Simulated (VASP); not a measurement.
# LaS (Fm-3m) in VASP: single point with LDA

Aim: the single point of LaS with LDA.

All numbers are computed with VASP 6.6.1; they aren't measurements. Logs are shortened: lines on timing, memory, paths and dates and some standing lists are left out, and cuts for length are marked.

### Step 1. The structure

It takes space group Fm-3m (No. 225, cubic). Conventional cell: a = 5.713 Å, b = 5.713 Å, c = 5.713 Å, α = 90.00°, β = 90.00°, γ = 90.00°. Around La (site symmetry m-3m) lie 6 S at 2.86 Å. S (site symmetry m-3m) has 6 La at 2.86 Å as nearest neighbours.

### Step 2. Single point, LDA, non-collinear spin, zero start, spin-orbit coupling

File INCAR:

```
ALGO     = Fast           # electronic algorithm
EDIFF    = 1E-7           # SCF threshold, eV
ENCUT    = 520            # plane-wave cutoff, eV
GGA_COMPAT= F            
ISIF     = 2              # what is computed and relaxed
ISMEAR   = -1             # smearing method
LASPH    = T              # aspherical terms in the spheres
LCHARG   = F              # write CHGCAR
LMAXMIX  = 6              # l up to which the mixer works
LORBIT   = 11             # projections on sites
LORBMOM  = T            
LREAL    = F              # projectors in reciprocal space
LSORBIT  = T              # spin-orbit coupling
LWAVE    = F              # write WAVECAR
MAGMOM   = 0 0 0 0 0 0    # initial moments
NBANDS   = 29             # bands
NELM     = 150            # most SCF steps
PREC     = Accurate       # precision mode
SIGMA    = 0.1            # smearing width, eV
```

File KPOINTS:

```
k-points
0
Gamma
  10 10 10
```

File POSCAR:

```
LaS
1.0
    0.0000000000      2.8564279700      2.8564279700
    2.8564279700      0.0000000000      2.8564279700
    2.8564279700      2.8564279700      0.0000000000
La S
1 1
Direct
    0.0000000000      0.0000000000      0.0000000000
    0.5000000000      0.5000000000      0.5000000000
```

Potentials or basis: VASP PAW LDA potentials, release 64 (La, S).

Started as:

```
cat potpaw_LDA.64/La/POTCAR potpaw_LDA.64/S/POTCAR > POTCAR
mpirun -np 1 vasp_ncl > vasp.out
```

OUTCAR:

```text
EDIFF = 1E-7
   ENCUT = 520
   ISIF = 2
   ISMEAR = -1
   LASPH = T
   LORBIT = 11
   LREAL = F
   LSORBIT = T
   NELM = 150
   PREC = Accurate

 ion  position               nearest neighbor table
   1  0.000  0.000  0.000-   2 2.86   2 2.86   2 2.86   2 2.86   2 2.86   2 2.86
   2  0.500  0.500  0.500-   1 2.86   1 2.86   1 2.86   1 2.86   1 2.86   1 2.86

  LATTYP: Found a face centered cubic cell.
 ALAT       =     5.7128559400

  Lattice vectors:

 A1 = (   0.0000000000,   2.8564279700,   2.8564279700)
 A2 = (   2.8564279700,   0.0000000000,   2.8564279700)
 A3 = (   2.8564279700,   2.8564279700,   0.0000000000)

Analysis of symmetry for initial positions (statically):
=====================================================================
 Subroutine PRICEL returns:
 Original cell was already a primitive cell.

 Routine SETGRP: Setting up the symmetry group for a
 face centered cubic supercell.

 Subroutine GETGRP returns: Found 48 space group operations
 (whereof 48 operations were pure point group operations)
 out of a pool of 48 trial point group operations.

The static configuration has the point symmetry O_h .

Analysis of symmetry for dynamics (positions and initial velocities):
=====================================================================
 Subroutine PRICEL returns:
 Original cell was already a primitive cell.

 Routine SETGRP: Setting up the symmetry group for a
 face centered cubic supercell.

 Subroutine GETGRP returns: Found 48 space group operations
 (whereof 48 operations were pure point group operations)
 out of a pool of 48 trial point group operations.

The dynamic configuration has the point symmetry O_h .

Analysis of structural, dynamic, and magnetic symmetry:
=====================================================================
 Subroutine PRICEL returns:
 Original cell was already a primitive cell.

 Routine SETGRP: Setting up the symmetry group for a
 face centered cubic supercell.

 Subroutine GETGRP returns: Found 48 space group operations
 (whereof 48 operations were pure point group operations)
 out of a pool of 48 trial point group operations.

The overall configuration has the point symmetry O_h .

 Subroutine INISYM returns: Found 48 space group operations
 (whereof 48 operations are pure point group operations),
 and found     1 'primitive' translations

----------------------------------------------------------------------------------------

                                     Primitive cell

  volume of cell :      46.6122

  direct lattice vectors                    reciprocal lattice vectors
     0.000000000  2.856427970  2.856427970    -0.175043798  0.175043798  0.175043798
     2.856427970  0.000000000  2.856427970     0.175043798 -0.175043798  0.175043798
     2.856427970  2.856427970  0.000000000     0.175043798  0.175043798 -0.175043798

  length of vectors
     4.039599175  4.039599175  4.039599175     0.303184751  0.303184751  0.303184751

  position of ions in fractional coordinates (direct lattice)
     0.000000000  0.000000000  0.000000000
     0.500000000  0.500000000  0.500000000

  ion indices of the primitive-cell ions
   primitive index   ion index
                 1           1
                 2           2

----------------------------------------------------------------------------------------

 KPOINTS: k-points

Automatic generation of k-mesh.
 Grid dimensions read from file:
 generate k-points for:   10   10   10

 Generating k-lattice:

[... 103 lines left out ...]

 number of electron      17.0000001 magnetization       0.0000000     -0.0000000      0.0000000

 Free energy of the ion-electron system (eV)
  ---------------------------------------------------
  ext. energy  EPLUGINS =         0.00000000
  ---------------------------------------------------
  free energy    TOTEN  =       -15.11879153 eV

  energy without entropy =      -15.08325421  energy(sigma->0) =      -15.10102287

 E-fermi :   9.4005     XC(G=0): -10.6553

 val. band max:        9.3744852921   @ k =  -0.4000   0.3000   0.0000
 cond. band min:       9.4086303969   @ k =  -0.1000   0.1000   0.0000
 fundamental gap:      0.0341451048
 Fermi energy:         9.4005049141

 k-point     1 :       0.0000    0.0000    0.0000
  band No.  band energies     occupation
      1     -23.2356      1.00000
      2     -23.2356      1.00000
      3      -8.3934      1.00000
      4      -8.3934      1.00000
      5      -6.0148      1.00000
      6      -6.0148      1.00000
[... 757 lines left out ...]
     28      11.5941      0.00000
     29      11.7725      0.00000

 [... further k-points ...]

------------------------ aborting loop because EDIFF is reached ----------------------------------------

  FORCE on cell =-STRESS in cart. coord.  units (eV):
  Direction    XX          YY          ZZ          XY          YZ          ZX
  --------------------------------------------------------------------------------------
  -------------------------------------------------------------------------------------
  Total        0.8529404      0.8529404      0.8529404     -0.0000000      0.0000000      0.0000000
  in kB       29.3176678     29.3176678     29.3176678     -0.0000000      0.0000000      0.0000000
  external PRESSURE =      29.3176678 kB  Pullay stress =       0.0000000 kB

 VOLUME and BASIS-vectors are now :
 -----------------------------------------------------------------------------
  energy-cutoff  :      520.00
  volume of cell :       46.61
      direct lattice vectors                 reciprocal lattice vectors
     0.000000000  2.856427970  2.856427970    -0.175043798  0.175043798  0.175043798
     2.856427970  0.000000000  2.856427970     0.175043798 -0.175043798  0.175043798
     2.856427970  2.856427970  0.000000000     0.175043798  0.175043798 -0.175043798

 POSITION                                       TOTAL-FORCE (eV/Angst)
 -----------------------------------------------------------------------------------
      0.00000      0.00000      0.00000         0.000000      0.000000     -0.000000
      2.85643      2.85643      2.85643         0.000000      0.000000      0.000000
 -----------------------------------------------------------------------------------
    total drift:                                0.000000      0.000000      0.000000

  FREE ENERGIE OF THE ION-ELECTRON SYSTEM (eV)
  ---------------------------------------------------
  free  energy   TOTEN  =       -15.1187915284 eV

  energy  without entropy=      -15.0832542121  energy(sigma->0) =      -15.10102287

 orbital moment (x)

 # of ion     p       d       f       tot
 ------------------------------------------------
  1         0.000   0.000  -0.000  -0.000
  2         0.000   0.000   0.000   0.000
 ------------------------------------------------
            0.000   0.000  -0.000  -0.000

 orbital moment (y)

 # of ion     p       d       f       tot
 ------------------------------------------------
  1         0.000  -0.000   0.000   0.000
  2         0.000   0.000   0.000   0.000
 ------------------------------------------------
            0.000  -0.000   0.000   0.000

 orbital moment (z)

 # of ion     p       d       f       tot
 ------------------------------------------------
  1         0.000  -0.000   0.000  -0.000
  2         0.000   0.000   0.000   0.000
 ------------------------------------------------
            0.000  -0.000   0.000  -0.000

 Spin-Orbit-Coupling matrix elements

 Ion:    1  E_soc:     -0.6056196
 l=   1
     0.0000000    -0.0995039    -0.0995039
    -0.0995039     0.0000000    -0.0995039
    -0.0995039    -0.0995039     0.0000000
 l=   2
     0.0000000    -0.0002732     0.0000000    -0.0002732    -0.0009091
    -0.0002732     0.0000000    -0.0006818    -0.0002732    -0.0002273
     0.0000000    -0.0006818     0.0000000    -0.0006818     0.0000000
    -0.0002732    -0.0002732    -0.0006818     0.0000000    -0.0002273
    -0.0009091    -0.0002273     0.0000000    -0.0002273     0.0000000
 l=   3
     0.0000000    -0.0000174     0.0000000     0.0000000     0.0000000    -0.0000265    -0.0001930
    -0.0000174     0.0000000    -0.0000291     0.0000000    -0.0000291    -0.0000465    -0.0000174
     0.0000000    -0.0000291     0.0000000    -0.0001331    -0.0000109    -0.0000444     0.0000000
     0.0000000     0.0000000    -0.0001331     0.0000000    -0.0001331     0.0000000     0.0000000
     0.0000000    -0.0000291    -0.0000109    -0.0001331     0.0000000    -0.0000444     0.0000000
    -0.0000265    -0.0000465    -0.0000444     0.0000000    -0.0000444     0.0000000    -0.0000265
    -0.0001930    -0.0000174     0.0000000     0.0000000     0.0000000    -0.0000265     0.0000000

 Ion:    2  E_soc:     -0.0026952
 l=   1
     0.0000000    -0.0004492    -0.0004492
    -0.0004492     0.0000000    -0.0004492
    -0.0004492    -0.0004492     0.0000000
 l=   2
     0.0000000     0.0000000     0.0000000     0.0000000     0.0000000
     0.0000000     0.0000000     0.0000000     0.0000000     0.0000000
     0.0000000     0.0000000     0.0000000     0.0000000     0.0000000
     0.0000000     0.0000000     0.0000000     0.0000000     0.0000000
     0.0000000     0.0000000     0.0000000     0.0000000     0.0000000
 l=   3
     0.0000000     0.0000000     0.0000000     0.0000000     0.0000000     0.0000000     0.0000000
     0.0000000     0.0000000     0.0000000     0.0000000     0.0000000     0.0000000     0.0000000
     0.0000000     0.0000000     0.0000000     0.0000000     0.0000000     0.0000000     0.0000000
     0.0000000     0.0000000     0.0000000     0.0000000     0.0000000     0.0000000     0.0000000
     0.0000000     0.0000000     0.0000000     0.0000000     0.0000000     0.0000000     0.0000000
     0.0000000     0.0000000     0.0000000     0.0000000     0.0000000     0.0000000     0.0000000
     0.0000000     0.0000000     0.0000000     0.0000000     0.0000000     0.0000000     0.0000000

 total charge

# of ion       s       p       d       f       tot
--------------------------------------------------
    1        2.027   5.646   0.801   0.206   8.680
    2        1.326   2.453   0.000   0.000   3.779
--------------------------------------------------
tot          3.353   8.099   0.801   0.206  12.459

 magnetization (x)

# of ion       s       p       d       f       tot
--------------------------------------------------
    1        0.000  -0.000   0.000   0.000   0.000
    2        0.000   0.000   0.000   0.000   0.000
--------------------------------------------------
tot          0.000   0.000   0.000   0.000   0.000

 magnetization (y)

# of ion       s       p       d       f       tot
--------------------------------------------------
    1        0.000  -0.000  -0.000   0.000   0.000
    2        0.000   0.000   0.000   0.000   0.000
--------------------------------------------------
tot          0.000   0.000  -0.000   0.000   0.000

 magnetization (z)

# of ion       s       p       d       f       tot
--------------------------------------------------
    1       -0.000  -0.000   0.000   0.000  -0.000
    2        0.000   0.000   0.000   0.000   0.000
--------------------------------------------------
tot         -0.000  -0.000   0.000   0.000  -0.000
```

Wall time 13 min (1 thread of Intel Xeon Platinum 8488C (Sapphire Rapids), shared host); peak memory 0.33 GiB.

Results:

- Free energy: -15.1188 eV
- Pressure: 2.9 GPa
- Net moment: 0.00 μB per cell
- Valence electrons inside the program's atomic spheres: La 8.68; S 3.78

Moments on the atoms (μB; x, y, z):
```
La  0.00 0.00 0.00
S   0.00 0.00 0.00
```
